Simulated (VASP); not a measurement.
Level of theory: LDA (Ceperley-Alder, Perdew-Zunger), VASP's LDA PAW potentials (set 64) (plane waves; VASP).

A VASP calculation is set up with these files.

INCAR:
```
# general
SYSTEM  = MoTe2
PREC    = Normal
ENCUT   = 400   # plane-wave cut-off (eV)
LREAL   = F
LASPH   = T

# electronic loop
EDIFF   = 1E-5
NELM    = 100   # most electronic steps
NELMIN  = 4
ALGO    = Fast   # Davidson, then RMM-DIIS
LMAXMIX = 4

# smearing
ISMEAR  = 0
SIGMA   = 0.05   # width (eV)

# ions
IBRION  = 2
NSW     = 20
ISIF    = 2   # forces and stress, cell fixed
EDIFFG  = -0.03   # ionic stop

# output
LWAVE   = F
LCHARG  = F
```

KPOINTS:
```
Automatic mesh
0
Gamma
10 10 3
0 0 0
```

POSCAR:
```
MoTe2
1.0
  3.4759177766   0.0000000000   0.0000000000
 -1.7379588882   3.0102326903   0.0000000000
  0.0000000000   0.0000000000  13.7650594465
Te Mo
4 2
direct
  0.6666670000   0.3333330000   0.3790000000
  0.3333330000   0.6666670000   0.8790000000
  0.3333330000   0.6666670000   0.6210000000
  0.6666670000   0.3333330000   0.1210000000
  0.6666670000   0.3333330000   0.7500000000
  0.3333330000   0.6666670000   0.2500000000
```

POTCAR, in this order: Te Mo_sv (LDA.64 set). Program: vasp_std.

What VASP printed:

File OSZICAR:
```
       N       E                     dE             d eps       ncg     rms          rms(c)
DAV:   1     0.362424299203E+03    0.36242E+03   -0.24030E+04  2064   0.123E+03
DAV:   2    -0.206163506616E+02   -0.38304E+03   -0.37457E+03  2197   0.331E+02
DAV:   3    -0.420308843182E+02   -0.21415E+02   -0.21201E+02  2176   0.660E+01
DAV:   4    -0.425611922128E+02   -0.53031E+00   -0.52896E+00  2122   0.104E+01
DAV:   5    -0.425776962186E+02   -0.16504E-01   -0.16500E-01  2308   0.184E+00    0.243E+01
RMM:   6    -0.415413162948E+02    0.10364E+01   -0.52610E+00  1759   0.123E+01    0.900E+00
RMM:   7    -0.412887907934E+02    0.25253E+00   -0.12361E+00  1736   0.451E+00    0.503E+00
RMM:   8    -0.412447306356E+02    0.44060E-01   -0.52483E-01  1752   0.382E+00    0.101E+00
RMM:   9    -0.412459641760E+02   -0.12335E-02   -0.10063E-01  1824   0.145E+00    0.317E-01
RMM:  10    -0.412459269060E+02    0.37270E-04   -0.17705E-02  1855   0.579E-01    0.214E-01
RMM:  11    -0.412458621793E+02    0.64727E-04   -0.49669E-03  1864   0.260E-01    0.749E-02
RMM:  12    -0.412459434718E+02   -0.81292E-04   -0.11042E-03  1828   0.114E-01    0.349E-02
RMM:  13    -0.412459569441E+02   -0.13472E-04   -0.18718E-04  1596   0.491E-02    0.141E-02
RMM:  14    -0.412459595278E+02   -0.25838E-05   -0.46235E-05  1241   0.225E-02
   1 F= -.41245960E+02 E0= -.41245960E+02  d E =-.412460E+02
       N       E                     dE             d eps       ncg     rms          rms(c)
DAV:   1    -0.412594122168E+02   -0.13455E-01   -0.62211E-01  2002   0.289E+00    0.729E-01
RMM:   2    -0.412607986642E+02   -0.13864E-02   -0.23132E-02  1737   0.644E-01    0.341E-01
RMM:   3    -0.412610098616E+02   -0.21120E-03   -0.29141E-03  1771   0.248E-01    0.230E-01
RMM:   4    -0.412610538181E+02   -0.43956E-04   -0.66687E-04  1771   0.120E-01    0.726E-02
RMM:   5    -0.412610462541E+02    0.75640E-05   -0.28277E-04  1816   0.884E-02    0.269E-02
RMM:   6    -0.412610460867E+02    0.16737E-06   -0.43511E-05  1259   0.343E-02
   2 F= -.41261046E+02 E0= -.41261046E+02  d E =-.150866E-01
       N       E                     dE             d eps       ncg     rms          rms(c)
DAV:   1    -0.412619380150E+02   -0.89176E-03   -0.76726E-02  2037   0.101E+00    0.258E-01
RMM:   2    -0.412621128038E+02   -0.17479E-03   -0.28312E-03  1681   0.223E-01    0.118E-01
RMM:   3    -0.412621393961E+02   -0.26592E-04   -0.36308E-04  1557   0.876E-02    0.801E-02
RMM:   4    -0.412621448800E+02   -0.54839E-05   -0.84385E-05  1561   0.431E-02
   3 F= -.41262145E+02 E0= -.41262145E+02  d E =-.161854E-01
```

**OUTCAR**
```
------------------------ aborting loop because EDIFF is reached ----------------------------------------
  FORCE on cell =-STRESS in cart. coord.  units (eV):
  Direction    XX          YY          ZZ          XY          YZ          ZX
  --------------------------------------------------------------------------------------
  Total       -0.1622505     -0.1622505     -0.0711283     -0.0000000      0.0000000      0.0000000
  in kB       -1.8048826     -1.8048822     -0.7912353     -0.0000000      0.0000000      0.0000000
  external PRESSURE =      -1.4670000 kB  Pullay stress =       0.0000000 kB
  volume of cell :      144.03
      direct lattice vectors                 reciprocal lattice vectors
     3.475917777  0.000000000  0.000000000     0.287693802  0.166100116  0.000000000
    -1.737958888  3.010232690  0.000000000     0.000000000  0.332200233  0.000000000
     0.000000000  0.000000000 13.765059447     0.000000000  0.000000000  0.072647707
 POSITION                                       TOTAL-FORCE (eV/Angst)
 -----------------------------------------------------------------------------------
      1.73796      1.00341      5.24003        -0.000000     -0.000000     -0.000686
     -0.00000      2.00682     12.12256        -0.000000      0.000000     -0.000686
     -0.00000      2.00682      8.52503        -0.000000      0.000000      0.000686
      1.73796      1.00341      1.64250         0.000000     -0.000000      0.000686
      1.73796      1.00341     10.32379        -0.000000      0.000000      0.000000
     -0.00000      2.00682      3.44126         0.000000     -0.000000      0.000000
 -----------------------------------------------------------------------------------
    total drift:                               -0.001382      0.000798     -0.000028
  FREE ENERGIE OF THE ION-ELECTRON SYSTEM (eV)
  ---------------------------------------------------
  free  energy   TOTEN  =       -41.2621448800 eV

  energy  without entropy=      -41.2621448800  energy(sigma->0) =      -41.26214488

 reached required accuracy - stopping structural energy minimisation
```
(Selected blocks of OUTCAR.)

**CONTCAR**
```
MoTe2
   1.00000000000000
     3.4759177765999998    0.0000000000000000    0.0000000000000000
    -1.7379588882000001    3.0102326903000001    0.0000000000000000
     0.0000000000000000    0.0000000000000000   13.7650594465000005
  Te              Mo
     4     2
Direct
     0.6666669999999968    0.3333330000000032    0.3806760183291436
     0.3333330000000032    0.6666669999999968    0.8806760183291437
     0.3333330000000032    0.6666669999999968    0.6193239816708563
     0.6666669999999968    0.3333330000000032    0.1193239816708564
     0.6666669999999968    0.3333330000000032    0.7500000000000000
     0.3333330000000032    0.6666669999999968    0.2500000000000000
```

OUTCAR:
```
 val. band max:        8.5573747536   @ k =   0.0000   0.0000   0.0000

 cond. band min:       9.1795142272   @ k =   0.2000   0.2000   0.0000


 Fermi energy:         8.8271703303

 k-point     1 :       0.0000    0.0000    0.0000
  band No.  band energies     occupation
      1     -51.8995      2.00000
      2     -51.8995      2.00000
      3     -26.2880      2.00000
      4     -26.2877      2.00000
      5     -26.1213      2.00000
      6     -26.1213      2.00000
      7     -26.1213      2.00000
      8     -26.1213      2.00000
      9      -4.7339      2.00000
     10      -4.3515      2.00000
     11      -3.8694      2.00000
     12      -3.2713      2.00000
     13       2.4295      2.00000
     14       3.8877      2.00000
     15       5.2209      2.00000
     16       6.6722      2.00000
     17       6.6722      2.00000
     18       6.6899      2.00000
     19       6.6899      2.00000
     20       7.3515      2.00000
     21       7.4823      2.00000
     22       7.4824      2.00000
     23       7.5227      2.00000
     24       7.5227      2.00000
     25       8.3125      2.00000
     26       8.5574      2.00000
     27      11.5448      0.00000
     28      11.5453      0.00000
     29      11.7005      0.00000
     30      11.7014      0.00000
     31      11.7766      0.00000

 k-point     2 :       0.1000    0.0000    0.0000
  band No.  band energies     occupation
      1     -51.8983      2.00000
      2     -51.8983      2.00000
      3     -26.2846      2.00000
      4     -26.2845      2.00000
      5     -26.1361      2.00000
      6     -26.1360      2.00000
      7     -26.1246      2.00000
      8     -26.1246      2.00000
      9      -4.5856      2.00000
     10      -4.2053      2.00000
     11      -3.7595      2.00000
     12      -3.1770      2.00000
     13       2.5933      2.00000
     14       4.0426      2.00000
     15       5.1497      2.00000
     16       6.3501      2.00000
     17       6.3859      2.00000
...
```

Unless said otherwise, spin-orbit coupling is left out, though it shifts the bands of the heavy elements here.

The compound is MoTe2 in the 2H layered structure. This run relaxes the ions in a fixed cell. Symmetry was kept, so distortions that lower it aren't found.
